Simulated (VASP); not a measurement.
Method: PBE GGA with D3 dispersion (Becke-Johnson damping), VASP's PBE PAW potentials (set 64) (plane waves; VASP 6.6.1).

Input for VASP

**INCAR**
```
SYSTEM = Cd
PREC = Accurate; ENCUT = 520; LREAL = .FALSE.
LASPH = .TRUE.
EDIFF = 1E-6; NELM = 100; ALGO = Normal
LMAXMIX = 4
ISMEAR = 1; SIGMA = 0.1
GGA = PE; IVDW = 12
IBRION = 2; NSW = 60; ISIF = 3
EDIFFG = -0.01
LWAVE = .FALSE.; LCHARG = .FALSE.
```

POSCAR:
```
Cd
1.0
  1.4900000000  -2.5807560000   0.0000000000
  1.4900000000   2.5807560000   0.0000000000
  0.0000000000   0.0000000000   5.6200000000
Cd
2
Direct
  0.3333330000   0.6666670000   0.2500000000
  0.6666670000   0.3333330000   0.7500000000
```

### KPOINTS
```
K-points
0
Gamma
  13 13 6
0 0 0
```

POTCAR, in this order: Cd (PBE.64 set). Program: vasp_std.

The resulting files:

### OUTCAR
```
 ion  position               nearest neighbor table
   1  0.333  0.667  0.250-   2 3.29   2 3.29   2 3.29   2 3.29   2 3.29   2 3.29
   2  0.667  0.333  0.750-   1 3.29   1 3.29   1 3.29   1 3.29   1 3.29   1 3.29
  LATTYP: Found a hexagonal cell.
 ALAT       =     2.9800002570
 C/A-ratio  =     1.8859058776
 Subroutine PRICEL returns:
 Original cell was already a primitive cell.
 Subroutine GETGRP returns: Found 24 space group operations
The static configuration has the point symmetry D_3d.
 The point group associated with its full space group is D_6h.
The dynamic configuration has the point symmetry D_3d.
 Subroutine INISYM returns: Found 24 space group operations
 Subroutine IBZKPT returns following result:
 Found     84 irreducible k-points:

 Following reciprocal coordinates:
            Coordinates               Weight
  0.000000  0.000000  0.000000      1.000000
  0.076923 -0.000000  0.000000      6.000000
  0.153846  0.000000  0.000000      6.000000
  0.230769  0.000000  0.000000      6.000000
  0.307692  0.000000  0.000000      6.000000
  0.384615 -0.000000  0.000000      6.000000
  0.461538 -0.000000  0.000000      6.000000
...
```

### OSZICAR
```
       N       E                     dE             d eps       ncg     rms          rms(c)
DAV:   1     0.165622931159E+03    0.16562E+03   -0.13450E+04  2696   0.150E+03
DAV:   2     0.182452705357E+01   -0.16380E+03   -0.16049E+03  2736   0.372E+02
DAV:   3    -0.157704938481E+01   -0.34016E+01   -0.33975E+01  3312   0.639E+01
DAV:   4    -0.158122605612E+01   -0.41767E-02   -0.41766E-02  3168   0.196E+00
DAV:   5    -0.158123709387E+01   -0.11038E-04   -0.11038E-04  3240   0.935E-02    0.456E+00
DAV:   6    -0.148252971994E+01    0.98707E-01   -0.29157E-01  2896   0.706E+00    0.361E+00
DAV:   7    -0.147796975532E+01    0.45600E-02   -0.32876E-02  3112   0.191E+00    0.167E+00
DAV:   8    -0.147826077579E+01   -0.29102E-03   -0.36036E-03  2936   0.868E-01    0.928E-02
DAV:   9    -0.147829855948E+01   -0.37784E-04   -0.22520E-05  3512   0.573E-02    0.382E-02
DAV:  10    -0.147833999518E+01   -0.41436E-04   -0.35660E-05  2976   0.671E-02    0.393E-03
DAV:  11    -0.147833993268E+01    0.62496E-07   -0.38234E-08  2120   0.218E-03
   1 F= -.23648066E+01 E0= -.23646379E+01  d E =-.236481E+01
       N       E                     dE             d eps       ncg     rms          rms(c)
DAV:   1    -0.149838400528E+01   -0.20044E-01   -0.75925E-01  2840   0.907E+00    0.947E-01
DAV:   2    -0.147981235925E+01    0.18572E-01   -0.37642E-02  2992   0.268E+00    0.380E-01
DAV:   3    -0.147637066166E+01    0.34417E-02   -0.37409E-03  2912   0.642E-01    0.243E-01
DAV:   4    -0.147553625946E+01    0.83440E-03   -0.13245E-03  3080   0.364E-01    0.515E-02
DAV:   5    -0.147554281302E+01   -0.65536E-05   -0.12154E-04  3056   0.135E-01    0.245E-02
DAV:   6    -0.147554251409E+01    0.29893E-06   -0.43161E-06  2832   0.265E-02
   2 F= -.23673136E+01 E0= -.23673134E+01  d E =-.250699E-02
       N       E                     dE             d eps       ncg     rms          rms(c)
DAV:   1    -0.149132267265E+01   -0.15780E-01   -0.63598E-01  2824   0.832E+00    0.868E-01
DAV:   2    -0.147571848740E+01    0.15604E-01   -0.31451E-02  3032   0.246E+00    0.351E-01
DAV:   3    -0.147279983153E+01    0.29187E-02   -0.31473E-03  2936   0.593E-01    0.224E-01
DAV:   4    -0.147208781668E+01    0.71201E-03   -0.11255E-03  3072   0.338E-01    0.476E-02
DAV:   5    -0.147209338102E+01   -0.55643E-05   -0.10472E-04  3080   0.125E-01    0.229E-02
DAV:   6    -0.147209315935E+01    0.22167E-06   -0.36425E-06  2800   0.244E-02
   3 F= -.23687640E+01 E0= -.23687908E+01  d E =-.395736E-02
       N       E                     dE             d eps       ncg     rms          rms(c)
DAV:   1    -0.147353175273E+01   -0.14384E-02   -0.11040E-01  2840   0.348E+00    0.365E-01
DAV:   2    -0.147080568600E+01    0.27261E-02   -0.54636E-03  3000   0.103E+00    0.147E-01
DAV:   3    -0.147030020084E+01    0.50549E-03   -0.54473E-04  2968   0.247E-01    0.952E-02
DAV:   4    -0.147017951699E+01    0.12068E-03   -0.19539E-04  3080   0.141E-01    0.198E-02
DAV:   5    -0.147018087008E+01   -0.13531E-05   -0.18814E-05  3072   0.528E-02    0.949E-03
DAV:   6    -0.147018092923E+01   -0.59149E-07   -0.58318E-07  1536   0.982E-03
   4 F= -.23689042E+01 E0= -.23688819E+01  d E =-.409755E-02
       N       E                     dE             d eps       ncg     rms          rms(c)
DAV:   1    -0.147047808827E+01   -0.29722E-03   -0.16067E-03  2832   0.420E-01    0.449E-02
DAV:   2    -0.147043935101E+01    0.38737E-04   -0.81137E-05  3048   0.126E-01    0.179E-02
DAV:   3    -0.147043153402E+01    0.78170E-05   -0.79681E-06  2976   0.300E-02    0.116E-02
DAV:   4    -0.147042863794E+01    0.28961E-05   -0.28165E-06  2448   0.171E-02    0.235E-03
DAV:   5    -0.147042857550E+01    0.62445E-07   -0.35009E-07  1400   0.728E-03
   5 F= -.23689017E+01 E0= -.23688855E+01  d E =-.409510E-02
       N       E                     dE             d eps       ncg     rms          rms(c)
DAV:   1    -0.147763237536E+01   -0.72037E-02   -0.93286E-02  2776   0.383E+00    0.452E-01
DAV:   2    -0.147406976180E+01    0.35626E-02   -0.93917E-03  2856   0.134E+00    0.148E-01
DAV:   3    -0.147373255748E+01    0.33720E-03   -0.51525E-04  3152   0.263E-01    0.115E-01
DAV:   4    -0.147362985048E+01    0.10271E-03   -0.11067E-04  2824   0.996E-02    0.122E-02
DAV:   5    -0.147362976068E+01    0.89798E-07   -0.87699E-06  2968   0.370E-02
   6 F= -.23689774E+01 E0= -.23689146E+01  d E =-.756442E-04
       N       E                     dE             d eps       ncg     rms          rms(c)
DAV:   1    -0.147313516966E+01    0.49468E-03   -0.48512E-03  2776   0.871E-01    0.103E-01
DAV:   2    -0.147294193368E+01    0.19324E-03   -0.50174E-04  2832   0.311E-01    0.335E-02
DAV:   3    -0.147292563531E+01    0.16298E-04   -0.27346E-05  3152   0.604E-02    0.259E-02
DAV:   4    -0.147292399988E+01    0.16354E-05   -0.57900E-06  2728   0.228E-02    0.270E-03
DAV:   5    -0.147292413802E+01   -0.13814E-06   -0.46418E-07  1360   0.868E-03
   7 F= -.23689846E+01 E0= -.23689321E+01  d E =-.828496E-04
```

**OUTCAR**
```
------------------------ aborting loop because EDIFF is reached ----------------------------------------
 Edisp (eV)   -0.89606
  FORCE on cell =-STRESS in cart. coord.  units (eV):
  Direction    XX          YY          ZZ          XY          YZ          ZX
  --------------------------------------------------------------------------------------
  Total       0.00158     0.00158    -0.00635     0.00000    -0.00000     0.00000
  in kB       0.05909     0.05909    -0.23814     0.00000    -0.00000     0.00000
  external pressure =       -0.04 kB  Pullay stress =        0.00 kB
  volume of cell :       42.75
      direct lattice vectors                 reciprocal lattice vectors
     1.495506894 -2.590294223  0.000000000     0.334334801 -0.193028265  0.000000000
     1.495506894  2.590294223  0.000000000     0.334334801  0.193028265 -0.000000000
     0.000000000  0.000000000  5.517338083    -0.000000000 -0.000000000  0.181246823
 POSITION                                       TOTAL-FORCE (eV/Angst)
 -----------------------------------------------------------------------------------
      1.49551      0.86343      1.37933        -0.000000     -0.000000      0.000000
      1.49551     -0.86343      4.13800         0.000000      0.000000     -0.000000
 -----------------------------------------------------------------------------------
    total drift:                               -0.000000      0.000194      0.000002
  FREE ENERGIE OF THE ION-ELECTRON SYSTEM (eV)
  ---------------------------------------------------
  free  energy   TOTEN  =        -2.3689845766 eV

  energy  without entropy=       -2.3688271930  energy(sigma->0) =       -2.36893212

 reached required accuracy - stopping structural energy minimisation
```
(Selected blocks of OUTCAR.)

CONTCAR:
```
Cd
   1.00000000000000
     1.4955068939742868   -2.5902942234509676    0.0000000000000000
     1.4955068939742868    2.5902942234509676    0.0000000000000000
     0.0000000000000000    0.0000000000000000    5.5173380829817971
  Cd
     2
Direct
     0.3333330000000032    0.6666669999999968    0.2500000000000000
     0.6666669999999968    0.3333330000000032    0.7500000000000000
```

The compound is Cd in the hcp structure. This run relaxes it. Symmetry was kept, so distortions that lower it aren't found.
